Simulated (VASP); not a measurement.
Here is the system:

```xyz
2
Lattice="1.8150 -3.1437 0.0000 1.8150 3.1437 0.0000 0.0000 0.0000 5.7800" Properties=species:S:1:pos:R:3 pbc="T T T"
Gd     1.8150     1.0479     1.4450
Gd     1.8150    -1.0479     4.3350
```

Method: TPSS meta-GGA, VASP's PBE PAW potentials (set 64) (plane waves; VASP). Run with 520 eV cut-off, 10×10×6 Γ-centred mesh, first-order Methfessel-Paxton smearing of 0.10 eV, potentials Gd_3.

The 4f electrons are frozen in the core of the lanthanide potential, so 4f levels, which can set the real gap, and their magnetism are missing. Energy and stress use the plane-wave basis of the starting cell.

**Question.** The ions, cell shape and volume are relaxed. Which structure does the run end with?

**Answer.** 
```xyz
2
Lattice="1.8095 -3.1341 0.0000 1.8095 3.1341 0.0000 0.0000 0.0000 5.6650" Properties=species:S:1:pos:R:3 pbc="T T T"
Gd     1.8095     1.0447     1.4162
Gd     1.8095    -1.0447     4.2487
```
Space group P6_3/mmc (194), at a tolerance of 0.03 Å.

**Question.** How do energy and volume change from the first to the last step?

**Answer.** The energy (σ→0) changes by -4.2 meV/atom and the volume by -2.6 %, in 5 ionic steps.

The compound is Gd in the hcp structure. This run relaxes it. Symmetry was kept, so distortions that lower it aren't found.
